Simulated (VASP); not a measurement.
# BHO₂: training a force field on the fly

BHO₂, molecule in box, 4 atoms in the cell. PBE, machine-learned force field trained on the fly; PAW potentials O, B, H (PBE set).

## Input

INCAR.step1:
```
ALGO = Fast
ANDERSEN_PROB = 0.1
EDIFF = 1E-5
ENCUT = 400
IBRION = 0
ISIF = 2
ISMEAR = 0
ISYM = 0
LCHARG = F
LREAL = F
LWAVE = F
MDALGO = 1
ML_CTIFOR = 1E-6
ML_ICRITERIA = 0
ML_LMLFF = T
ML_MODE = train
ML_NMDINT = 1
ML_WTSIF = 1E-10
NELM = 100
NELMIN = 4
NSW = 160
POTIM = 0.7
PREC = Normal
RANDOM_SEED = 999026 0 0
SIGMA = 0.05
TEBEG = 300
```

INCAR.step2:
```
ALGO = Fast
EDIFF = 1E-5
ENCUT = 400
IBRION = 0
ISIF = 2
ISMEAR = 0
ISYM = 0
LANGEVIN_GAMMA = 10 10 10
LCHARG = F
LREAL = F
LWAVE = F
MDALGO = 3
ML_CTIFOR = 0.02
ML_LMLFF = T
ML_MODE = train
ML_NMDINT = 2
ML_WTSIF = 1E-10
NELM = 100
NELMIN = 4
NSW = 2000
POTIM = 0.7
PREC = Normal
RANDOM_SEED = 225476 0 0
SIGMA = 0.05
TEBEG = 180
TEEND = 375
```

INCAR.step3:
```
ALGO = Fast
EDIFF = 1E-5
ENCUT = 400
ISMEAR = 0
ISYM = 0
LCHARG = F
LREAL = F
LWAVE = F
ML_LMLFF = T
ML_MODE = refit
ML_WTSIF = 1E-10
NELM = 100
NELMIN = 4
PREC = Normal
SIGMA = 0.05
```

INCAR.step4:
```
ENCUT = 400
IBRION = -1
ISMEAR = 0
ISYM = 0
LCHARG = F
LWAVE = F
ML_LMLFF = T
ML_MODE = run
NSW = 0
NWRITE = 2
PREC = Normal
SIGMA = 0.05
```

INCAR.step5:
```
ALGO = Fast
EDIFF = 1E-5
ENCUT = 400
ISMEAR = 0
ISYM = 0
LCHARG = F
LREAL = F
LWAVE = F
NELM = 100
NELMIN = 4
PREC = Normal
SIGMA = 0.05
```

INCAR.step6:
```
EDIFFG = -2E-4
ENCUT = 400
IBRION = 2
ISIF = 2
ISMEAR = 0
ISYM = 0
LCHARG = F
LWAVE = F
ML_LMLFF = T
ML_MODE = run
NSW = 300
NWRITE = 0
PREC = Normal
SIGMA = 0.05
```

KPOINTS:
```
k-points
0
Gamma
  1 1 1
```

POSCAR.step1:
```
BHO2
1.0
    9.0000000000      0.0000000000      0.0000000000
    0.0000000000      8.0000000000      0.0000000000
    0.0000000000      0.0000000000      8.0000000000
O B H
2 1 1
Direct
    0.3490333300      0.5548125000      0.5758875000
    0.6125666700      0.4516250000      0.5359000000
    0.4747222300      0.5058750000      0.5533999900
    0.6509666700      0.4451875000      0.4241125000
```

Commands (each step's output is kept before the next begins):
```
cat potpaw_PBE.64/O/POTCAR potpaw_PBE.64/B/POTCAR potpaw_PBE.64/H/POTCAR > POTCAR
cp INCAR.step1 INCAR
cp POSCAR.step1 POSCAR
mpirun -np 4 vasp_gam > vasp.out
cp ML_ABN ../ML_AB
cp CONTCAR POSCAR
cp ../ML_AB ML_AB
cp INCAR.step2 INCAR
mpirun -np 4 vasp_gam > vasp.out
cp ML_ABN ../ML_AB
cp CONTCAR POSCAR
cp ../ML_AB ML_AB
cp INCAR.step3 INCAR
mpirun -np 4 vasp_gam > vasp.out
cp ML_FFN ../ML_FF
cp ../ML_FF ML_FF
rm ML_AB
cp INCAR.step4 INCAR
mpirun -np 4 vasp_gam > vasp.out
cp INCAR.step5 INCAR
mpirun -np 4 vasp_gam > vasp.out
cp INCAR.step6 INCAR
mpirun -np 4 vasp_gam > vasp.out
cp CONTCAR ../POSCAR.min
cp CONTCAR POSCAR
cp INCAR.step5 INCAR
mpirun -np 4 vasp_gam > vasp.out
cp INCAR.step4 INCAR
mpirun -np 4 vasp_gam > vasp.out
```

## Result

- Force error of the fit (eV/Å): 0.004
- Energy error of the fit (eV/atom): 0.0000

The training runs are MD at 180 to 375 K, 1.5 ps in all.

Between the relaxed minimum and a frame of the training run, the force field gives 0.096 eV and DFT 0.094 eV.

ML_LOGFILE.step1:
```
# STATUS This line describes the overall status of each step.
# STATUS
# STATUS nstep ..... MD time step or input structure counter
# STATUS state ..... One-word description of step action
# STATUS             - "accurate"  (1) : Errors are low, force field is used
# STATUS             - "threshold" (2) : Errors exceeded threshold, structure is sampled from ab initio
# STATUS             - "learning"  (3) : Stored configurations are used for training force field
# STATUS             - "critical"  (4) : Errors are high, ab initio sampling and learning is enforced
# STATUS             - "predict"   (5) : Force field is used in prediction mode only, no error checking
# STATUS             - "predfast"  (6) : Prediction mode only, no error checking, no error estimates
# STATUS             - "interval"  (7) : Errors exceeded threshold, but too close to last sampling (ML_NMDINT)
# STATUS is ........ Integer representation of above one-word description (integer in parenthesis)
# STATUS doabin .... Perform ab initio calculation (T/F)
# STATUS iff ....... Force field available (T/F, False after startup hints to possible convergence problems)
[... 34 lines left out ...]
BEEF                  157   6.65083000E-06   4.85033549E-03   2.36529875E-03   1.00000000E-06   4.10737903E-02   2.51468164E-02
BEEF                  158   7.66377015E-06   5.86397533E-03   2.77436625E-03   1.00000000E-06   4.14652609E-02   2.55062618E-02
BEEF                  159   7.32122276E-06   5.41758090E-03   2.64633664E-03   1.00000000E-06   4.12399606E-02   2.53162778E-02
BEEF                  160   6.49640417E-06   4.41490184E-03   2.26135469E-03   1.00000000E-06   3.94262809E-02   2.44059963E-02
ERR                   157   9.60214677E-05   1.41651210E-02   2.66975677E+00
ERR                   158   9.48335910E-05   1.40463094E-02   2.66023975E+00
ERR                   159   9.51877785E-05   1.40378535E-02   2.67018408E+00
ERR                   160   9.65710738E-05   1.39928178E-02   2.66425125E+00
```

ML_LOGFILE.step2:
```
# STATUS This line describes the overall status of each step.
# STATUS
# STATUS nstep ..... MD time step or input structure counter
# STATUS state ..... One-word description of step action
# STATUS             - "accurate"  (1) : Errors are low, force field is used
# STATUS             - "threshold" (2) : Errors exceeded threshold, structure is sampled from ab initio
# STATUS             - "learning"  (3) : Stored configurations are used for training force field
# STATUS             - "critical"  (4) : Errors are high, ab initio sampling and learning is enforced
# STATUS             - "predict"   (5) : Force field is used in prediction mode only, no error checking
# STATUS             - "predfast"  (6) : Prediction mode only, no error checking, no error estimates
# STATUS             - "interval"  (7) : Errors exceeded threshold, but too close to last sampling (ML_NMDINT)
# STATUS is ........ Integer representation of above one-word description (integer in parenthesis)
# STATUS doabin .... Perform ab initio calculation (T/F)
# STATUS iff ....... Force field available (T/F, False after startup hints to possible convergence problems)
[... 34 lines left out ...]
BEEF                 1997   4.63920358E-05   1.18680955E-02   6.00397132E-03   2.00000000E-02   1.68476662E-01   7.01791382E-02
BEEF                 1998   4.89850215E-05   1.19279343E-02   5.95244618E-03   2.00000000E-02   1.66713853E-01   6.94646712E-02
BEEF                 1999   5.13140107E-05   1.18884881E-02   5.85296689E-03   2.00000000E-02   1.63478315E-01   6.81231864E-02
BEEF                 2000   2.62805993E-05   8.45061615E-03   4.42095152E-03   2.00000000E-02   1.29908653E-01   5.41152263E-02
ERR                  1016   9.90636371E-05   1.48735122E-02   2.44362082E+00
ERR                  1042   8.33401349E-05   1.33292455E-02   2.47357799E+00
ERR                  1293   8.69616224E-05   1.36206874E-02   2.46263222E+00
ERR                  2000   1.03439054E-04   1.37155252E-02   2.41445099E+00
```

ML_LOGFILE.step3:
```
# STATUS This line describes the overall status of each step.
# STATUS
# STATUS nstep ..... MD time step or input structure counter
# STATUS state ..... One-word description of step action
# STATUS             - "accurate"  (1) : Errors are low, force field is used
# STATUS             - "threshold" (2) : Errors exceeded threshold, structure is sampled from ab initio
# STATUS             - "learning"  (3) : Stored configurations are used for training force field
# STATUS             - "critical"  (4) : Errors are high, ab initio sampling and learning is enforced
# STATUS             - "predict"   (5) : Force field is used in prediction mode only, no error checking
# STATUS             - "predfast"  (6) : Prediction mode only, no error checking, no error estimates
# STATUS             - "interval"  (7) : Errors exceeded threshold, but too close to last sampling (ML_NMDINT)
# STATUS is ........ Integer representation of above one-word description (integer in parenthesis)
# STATUS doabin .... Perform ab initio calculation (T/F)
# STATUS iff ....... Force field available (T/F, False after startup hints to possible convergence problems)
[... 20 lines left out ...]
# BEEF bee_ave_stress ... Bayesian error estimate of stresses (average) (kB)
# BEEF              nstep       bee_energy    bee_max_force    bee_ave_force        threshold   bee_max_stress   bee_ave_stress
# BEEF                  2                3                4                5                6                7                8
# SPRSC This line shows the results of sparsification regarding the number
# SPRSC of reference structures and local reference configurations.
# SPRSC
STATUS                  0  learning  3      T      F         0         0
STATUS                  1  accurate  1      F      T         1         1
SPRSC                   0       186       186 O         85        85 B         39        39 H         46        46
ERR                     0   2.22220297E-05   3.66990546E-03   2.40303391E+00
```

Limits: the nuclei move classically.

VASP 6.6.1 took 157 s on 4 cores (Intel Xeon 6975P-C (Granite Rapids)), a shared host.
